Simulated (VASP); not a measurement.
Computed with PBEsol GGA, VASP's PBE PAW potentials (set 64) (plane waves; VASP 6.6.1).

A VASP calculation is set up with these files.

**INCAR**
```
ISIF  =  3
SYSTEM  =  KMgF3
NELM  =  100
ENCUT  =  620   ! plane-wave cut-off (eV)
ISMEAR  =  0   ! Gaussian
SIGMA  =  0.05
IBRION  =  2
NSW  =  40
PSTRESS  =  100
LCHARG  =  F
LREAL  =  F   ! projection in real space or not
PREC  =  Accurate
GGA  =  PS   ! PBEsol
LWAVE  =  F
EDIFFG  =  -0.02   ! ionic stop
EDIFF  =  1E-6   ! SCF stop (eV)
ALGO  =  Normal
LASPH  =  T   ! aspherical one-centre terms
```

File POSCAR:
```
KMgF3
1
    3.8447277946    -0.0000000000    -0.0000000000
    0.0000000000     3.8447277946     0.0000000000
   -0.0000000000    -0.0000000000     3.8447277946
K Mg F
1 1 3
Direct
  0.0000000000   0.0000000000   0.0000000000
  0.5000000000   0.5000000000   0.5000000000
  0.5000000000   0.0000000000   0.5000000000
  0.0000000000   0.5000000000   0.5000000000
  0.5000000000   0.5000000000   0.0000000000
```

File KPOINTS:
```
Automatic mesh
0
G
 6 6 6
0 0 0
```

POTCAR, in this order: K_sv Mg F (PBE.64 set). Program: vasp_std.

Output

**OSZICAR**
```
       N       E                     dE             d eps       ncg     rms          rms(c)
DAV:   1     0.271074710160E+03    0.27107E+03   -0.19910E+04   800   0.183E+03
DAV:   2    -0.155497729822E+02   -0.28662E+03   -0.27547E+03  1040   0.420E+02
DAV:   3    -0.265379839928E+02   -0.10988E+02   -0.10965E+02   956   0.831E+01
DAV:   4    -0.269687489869E+02   -0.43076E+00   -0.43007E+00  1400   0.129E+01
DAV:   5    -0.269702755654E+02   -0.15266E-02   -0.15264E-02   928   0.775E-01    0.841E+00
DAV:   6    -0.251050637669E+02    0.18652E+01   -0.76162E+00   876   0.225E+01    0.433E+00
DAV:   7    -0.250819090519E+02    0.23155E-01   -0.27301E-01  1072   0.363E+00    0.282E+00
DAV:   8    -0.250729760075E+02    0.89330E-02   -0.64254E-02   932   0.282E+00    0.304E-01
DAV:   9    -0.250721832596E+02    0.79275E-03   -0.15893E-02   996   0.959E-01    0.118E-01
DAV:  10    -0.250723640169E+02   -0.18076E-03   -0.13247E-03  1048   0.291E-01    0.740E-02
DAV:  11    -0.250724010854E+02   -0.37069E-04   -0.16915E-04   952   0.110E-01    0.407E-02
DAV:  12    -0.250723843735E+02    0.16712E-04   -0.87770E-05   928   0.684E-02    0.352E-03
DAV:  13    -0.250723845394E+02   -0.16585E-06   -0.11111E-06   660   0.969E-03
   1 F= -.21525180E+02 E0= -.21525180E+02  d E =-.215252E+02
```

File OUTCAR:
```
------------------------ aborting loop because EDIFF is reached ----------------------------------------
  FORCE on cell =-STRESS in cart. coord.  units (eV):
  Direction    XX          YY          ZZ          XY          YZ          ZX
  --------------------------------------------------------------------------------------
  Total        3.5616340      3.5616340      3.5616340      0.0000000      0.0000000     -0.0000000
  in kB      100.4067898    100.4067898    100.4067898      0.0000000      0.0000000     -0.0000000
  external PRESSURE =       0.4067898 kB  Pullay stress =     100.0000000 kB
  volume of cell :       56.83
      direct lattice vectors                 reciprocal lattice vectors
     3.844727795  0.000000000  0.000000000     0.260096437  0.000000000  0.000000000
     0.000000000  3.844727795  0.000000000     0.000000000  0.260096437  0.000000000
     0.000000000  0.000000000  3.844727795     0.000000000  0.000000000  0.260096437
 POSITION                                       TOTAL-FORCE (eV/Angst)
 -----------------------------------------------------------------------------------
      0.00000      0.00000      0.00000         0.000000      0.000000      0.000000
      1.92236      1.92236      1.92236         0.000000      0.000000      0.000000
      1.92236      0.00000      1.92236         0.000000      0.000000      0.000000
      0.00000      1.92236      1.92236         0.000000      0.000000      0.000000
      1.92236      1.92236      0.00000         0.000000      0.000000      0.000000
 -----------------------------------------------------------------------------------
    total drift:                                0.000000     -0.000000     -0.000000
  FREE ENERGIE OF THE ION-ELECTRON SYSTEM (eV)
  ---------------------------------------------------
  free  energy   TOTEN  =       -25.0723845394 eV

  energy  without entropy=      -25.0723845394  energy(sigma->0) =      -25.07238454
  enthalpy is  TOTEN    =       -21.5251801793 eV   P V=        3.5472043600

 reached required accuracy - stopping structural energy minimisation
```
(Selected blocks of OUTCAR.)

### OUTCAR
```
 val. band max:       -1.1277829617   @ k =   0.5000   0.5000   0.5000

 cond. band min:       6.8509554145   @ k =   0.0000   0.0000   0.0000


 Fermi energy:        -0.8097946473

 k-point     1 :       0.0000    0.0000    0.0000
  band No.  band energies     occupation
      1     -26.4127      2.00000
      2     -21.4404      2.00000
      3     -20.6211      2.00000
      4     -20.6211      2.00000
      5      -9.9965      2.00000
      6      -9.9965      2.00000
      7      -9.9965      2.00000
      8      -3.8051      2.00000
      9      -3.8051      2.00000
     10      -3.8051      2.00000
     11      -1.8755      2.00000
     12      -1.8755      2.00000
     13      -1.8755      2.00000
     14      -1.4457      2.00000
     15      -1.4457      2.00000
     16      -1.4457      2.00000
     17       6.8510      0.00000
     18       8.9292      0.00000
     19       8.9292      0.00000
     20      11.2599      0.00000

 k-point     2 :       0.1667    0.0000    0.0000
  band No.  band energies     occupation
      1     -26.3985      2.00000
      2     -21.4093      2.00000
      3     -20.6697      2.00000
      4     -20.6179      2.00000
      5      -9.9795      2.00000
      6      -9.9728      2.00000
      7      -9.9728      2.00000
      8      -3.7875      2.00000
      9      -3.7805      2.00000
     10      -3.7805      2.00000
     11      -1.9598      2.00000
     12      -1.9446      2.00000
     13      -1.9446      2.00000
     14      -1.7510      2.00000
     15      -1.5141      2.00000
     16      -1.5141      2.00000
     17       7.3733      0.00000
     18       9.2173      0.00000
     19       9.2936      0.00000
     20      11.4102      0.00000

 k-point     3 :       0.3333    0.0000    0.0000
  band No.  band energies     occupation
      1     -26.3697      2.00000
      2     -21.3352      2.00000
      3     -20.7785      2.00000
      4     -20.6114      2.00000
      5      -9.9457      2.00000
...
```

The compound is KMgF3 in the cubic perovskite structure. It was relaxed first under an external pressure of 10 GPa.
